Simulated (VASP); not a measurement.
Computed with PBE GGA, VASP's PBE PAW potentials (set 64) (plane waves; VASP).

VASP input:

### POSCAR
```
Pt
1
    0.0000000000     1.9992000000     1.9992000000
    1.9992000000     0.0000000000     1.9992000000
    1.9992000000     1.9992000000     0.0000000000
Pt
1
Direct
  0.0000000000   0.0000000000   0.0000000000
```

**KPOINTS**
```
Automatic mesh
0
Gamma
14 14 14
0 0 0
```

### INCAR
```
SYSTEM = Pt
PREC = Accurate
ENCUT = 520
EDIFF = 1E-6
NELM = 100
ALGO = Normal
LREAL = .FALSE.
LASPH = .TRUE.
ISMEAR = 1
SIGMA = 0.1
GGA = PE
LMAXMIX = 6
LWAVE = .FALSE.
LCHARG = .FALSE.
ISIF = 2
```

POTCAR, in this order: Pt (PBE.64 set). Program: vasp_std.

What VASP printed:

OUTCAR:
```
 ion  position               nearest neighbor table
   1  0.000  0.000  0.000-
  LATTYP: Found a face centered cubic cell.
 ALAT       =     3.9984000000
 Subroutine PRICEL returns:
 Original cell was already a primitive cell.
 Subroutine GETGRP returns: Found 48 space group operations
The static configuration has the point symmetry O_h .
The dynamic configuration has the point symmetry O_h .
 Subroutine INISYM returns: Found 48 space group operations
 Subroutine IBZKPT returns following result:
 Found    104 irreducible k-points:

 Following reciprocal coordinates:
            Coordinates               Weight
  0.000000  0.000000  0.000000      1.000000
  0.071429  0.000000  0.000000      8.000000
  0.142857  0.000000  0.000000      8.000000
  0.214286  0.000000  0.000000      8.000000
  0.285714  0.000000  0.000000      8.000000
  0.357143  0.000000  0.000000      8.000000
  0.428571  0.000000  0.000000      8.000000
  0.500000  0.000000  0.000000      4.000000
  0.071429  0.071429  0.000000      6.000000
  0.142857  0.071429  0.000000     24.000000
  0.214286  0.071429  0.000000     24.000000
  0.285714  0.071429  0.000000     24.000000
  0.357143  0.071429  0.000000     24.000000
  0.428571  0.071429  0.000000     24.000000
  0.500000  0.071429  0.000000     24.000000
 -0.428571  0.071429  0.000000     24.000000
 -0.357143  0.071429  0.000000     24.000000
 -0.285714  0.071429  0.000000     24.000000
 -0.214286  0.071429  0.000000     24.000000
 -0.142857  0.071429  0.000000     24.000000
 -0.071429  0.071429  0.000000     12.000000
  0.142857  0.142857  0.000000      6.000000
  0.214286  0.142857  0.000000     24.000000
  0.285714  0.142857  0.000000     24.000000
  0.357143  0.142857  0.000000     24.000000
...
```

OSZICAR:
```
       N       E                     dE             d eps       ncg     rms          rms(c)
DAV:   1     0.372240612304E+02    0.37224E+02   -0.55076E+03  1928   0.103E+03
DAV:   2    -0.605083087918E+01   -0.43275E+02   -0.41409E+02  1971   0.186E+02
DAV:   3    -0.647957174688E+01   -0.42874E+00   -0.41612E+00  2197   0.186E+01
DAV:   4    -0.648097685375E+01   -0.14051E-02   -0.14053E-02  2134   0.116E+00
DAV:   5    -0.648098682930E+01   -0.99756E-05   -0.99753E-05  2148   0.908E-02    0.109E+01
DAV:   6    -0.613474045477E+01    0.34625E+00   -0.99449E-01  1922   0.889E+00    0.574E+00
DAV:   7    -0.610159428068E+01    0.33146E-01   -0.13534E-01  2033   0.319E+00    0.242E+00
DAV:   8    -0.609856585452E+01    0.30284E-02   -0.35984E-03  2014   0.577E-01    0.448E-01
DAV:   9    -0.609844107581E+01    0.12478E-03   -0.48764E-05  1968   0.733E-02    0.183E-02
DAV:  10    -0.609844562074E+01   -0.45449E-05   -0.20581E-06  2156   0.150E-02    0.310E-03
DAV:  11    -0.609844559818E+01    0.22566E-07   -0.43806E-08   990   0.205E-03
   1 F= -.60984456E+01 E0= -.60985727E+01  d E =0.381286E-03
```

### OUTCAR
```
------------------------ aborting loop because EDIFF is reached ----------------------------------------
  FORCE on cell =-STRESS in cart. coord.  units (eV):
  Direction    XX          YY          ZZ          XY          YZ          ZX
  --------------------------------------------------------------------------------------
  Total       -0.5699424     -0.5699424     -0.5699424      0.0000000      0.0000000      0.0000000
  in kB      -57.1403444    -57.1403444    -57.1403444      0.0000000      0.0000000      0.0000000
  external PRESSURE =     -57.1403444 kB  Pullay stress =       0.0000000 kB
  volume of cell :       15.98
      direct lattice vectors                 reciprocal lattice vectors
     0.000000000  1.999200000  1.999200000    -0.250100040  0.250100040  0.250100040
     1.999200000  0.000000000  1.999200000     0.250100040 -0.250100040  0.250100040
     1.999200000  1.999200000  0.000000000     0.250100040  0.250100040 -0.250100040
 POSITION                                       TOTAL-FORCE (eV/Angst)
 -----------------------------------------------------------------------------------
      0.00000      0.00000      0.00000        -0.000000      0.000000      0.000000
 -----------------------------------------------------------------------------------
    total drift:                               -0.000000      0.000000     -0.000000
  FREE ENERGIE OF THE ION-ELECTRON SYSTEM (eV)
  ---------------------------------------------------
  free  energy   TOTEN  =        -6.0984455982 eV

  energy  without entropy=       -6.0988268840  energy(sigma->0) =       -6.09857269
```
(Selected blocks of OUTCAR.)

The compound is Pt in the fcc structure. The cell was not relaxed at this level. The run is one of a series of settings (ENCUT = 520 against the base run), some of them coarse on purpose.
